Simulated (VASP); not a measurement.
Computed with r2SCAN meta-GGA, VASP's PBE PAW potentials (set 64) (plane waves; VASP).

Input for VASP

**INCAR**
```
ALGO = Normal
EDIFF = 1E-7
ENCUT = 400
ISIF = 2
ISMEAR = -5
LASPH = T
LCHARG = F
LMAXMIX = 4
LMIXTAU = T
LORBIT = 11
LREAL = F
LWAVE = F
METAGGA = R2SCAN
NEDOS = 601
NELM = 100
PREC = Accurate
SYSTEM = RuAs
```

File KPOINTS_OPT:
```
k-points along high-symmetry lines
10
Line-mode
Reciprocal
  0.000000   0.000000   0.000000 ! GAMMA
  0.000000   0.500000   0.000000 ! X

  0.000000   0.500000   0.000000 ! X
  0.500000   0.500000   0.000000 ! M

  0.500000   0.500000   0.000000 ! M
  0.000000   0.000000   0.000000 ! GAMMA

  0.000000   0.000000   0.000000 ! GAMMA
  0.500000   0.500000   0.500000 ! R

  0.500000   0.500000   0.500000 ! R
  0.000000   0.500000   0.000000 ! X

  0.500000   0.500000   0.500000 ! R
  0.500000   0.500000   0.000000 ! M
```

### KPOINTS
```
K-points
0
Gamma
  13 13 13
0 0 0
```

File POSCAR:
```
RuAs
1
    3.0577638582     0.0000000000     0.0000000000
    0.0000000000     3.0577638582     0.0000000000
    0.0000000000     0.0000000000     3.0577638582
Ru As
1 1
Direct
  0.0000000000   0.0000000000   0.0000000000
  0.5000000000   0.5000000000   0.5000000000
```

POTCAR, in this order: Ru_pv As (PBE.64 set). Program: vasp_std.

Output of the run:

File OSZICAR:
```
       N       E                     dE             d eps       ncg     rms          rms(c)
DAV:   1     0.880224255408E+02    0.88022E+02   -0.95892E+03  2240   0.117E+03
DAV:   2    -0.424187922545E+02   -0.13044E+03   -0.12796E+03  2499   0.337E+02
DAV:   3    -0.455481367801E+02   -0.31293E+01   -0.30733E+01  2622   0.516E+01
DAV:   4    -0.455831381758E+02   -0.35001E-01   -0.34962E-01  2693   0.502E+00
DAV:   5    -0.455839552433E+02   -0.81707E-03   -0.81700E-03  2820   0.577E-01    0.149E+01
DAV:   6    -0.401555953140E+02    0.54284E+01   -0.77843E+00  2194   0.350E+01    0.497E+00
DAV:   7    -0.399824008127E+02    0.17319E+00   -0.13773E+00  2209   0.137E+01    0.312E+00
DAV:   8    -0.400014421556E+02   -0.19041E-01   -0.42937E-02  2239   0.217E+00    0.137E+00
DAV:   9    -0.399957825785E+02    0.56596E-02   -0.55733E-02  2274   0.286E+00    0.259E-01
DAV:  10    -0.399986362831E+02   -0.28537E-02   -0.10188E-02  2429   0.110E+00    0.120E-01
DAV:  11    -0.399976830430E+02    0.95324E-03   -0.26771E-03  2484   0.455E-01    0.887E-02
DAV:  12    -0.399990732051E+02   -0.13902E-02   -0.15053E-03  2434   0.420E-01    0.311E-02
DAV:  13    -0.399990902923E+02   -0.17087E-04   -0.67906E-05  2704   0.926E-02    0.379E-03
DAV:  14    -0.399990892222E+02    0.10701E-05   -0.14104E-06  2909   0.919E-03    0.400E-03
DAV:  15    -0.399990893736E+02   -0.15140E-06   -0.27507E-08  1600   0.134E-03    0.402E-03
DAV:  16    -0.399990948190E+02   -0.54454E-05   -0.32901E-06  2224   0.186E-02    0.107E-02
DAV:  17    -0.399990948252E+02   -0.61964E-08   -0.14945E-07  1745   0.384E-03
   1 F= -.39999095E+02 E0= -.39999095E+02  d E =0.000000E+00
       N       E                     dE             ncg
```

### OUTCAR
```
------------------------ aborting loop because EDIFF is reached ----------------------------------------
  FORCE on cell =-STRESS in cart. coord.  units (eV):
  Direction    XX          YY          ZZ          XY          YZ          ZX
  --------------------------------------------------------------------------------------
  Total        0.0100721      0.0100721      0.0100721      0.0000000     -0.0000000     -0.0000000
  in kB        0.5644433      0.5644433      0.5644433      0.0000000     -0.0000000     -0.0000000
  external PRESSURE =       0.5644433 kB  Pullay stress =       0.0000000 kB
  volume of cell :       28.59
      direct lattice vectors                 reciprocal lattice vectors
     3.057763858  0.000000000  0.000000000     0.327036372  0.000000000  0.000000000
     0.000000000  3.057763858  0.000000000     0.000000000  0.327036372  0.000000000
     0.000000000  0.000000000  3.057763858     0.000000000  0.000000000  0.327036372
 POSITION                                       TOTAL-FORCE (eV/Angst)
 -----------------------------------------------------------------------------------
      0.00000      0.00000      0.00000         0.000000      0.000000      0.000000
      1.52888      1.52888      1.52888         0.000000      0.000000      0.000000
 -----------------------------------------------------------------------------------
    total drift:                               -0.000000      0.000000     -0.000000
  FREE ENERGIE OF THE ION-ELECTRON SYSTEM (eV)
  ---------------------------------------------------
  free  energy   TOTEN  =       -39.9990948252 eV

  energy  without entropy=      -39.9990948252  energy(sigma->0) =      -39.99909483

 total charge

# of ion       s       p       d       tot
------------------------------------------
    1        0.278   6.224   6.139  12.641
    2        1.261   1.417   0.122   2.800
--------------------------------------------------
tot          1.539   7.641   6.261  15.441
```
(Selected blocks of OUTCAR.)

For a metal the tetrahedron method with Blöchl corrections gives inexact stress and forces.

The structure was generated: RuAs was put into the CsCl type type (Pm-3m), which need not be its known phase. It was relaxed first, which changed the volume by -30 %. The electron count is odd and the run is not spin-polarised, which forces a metal.
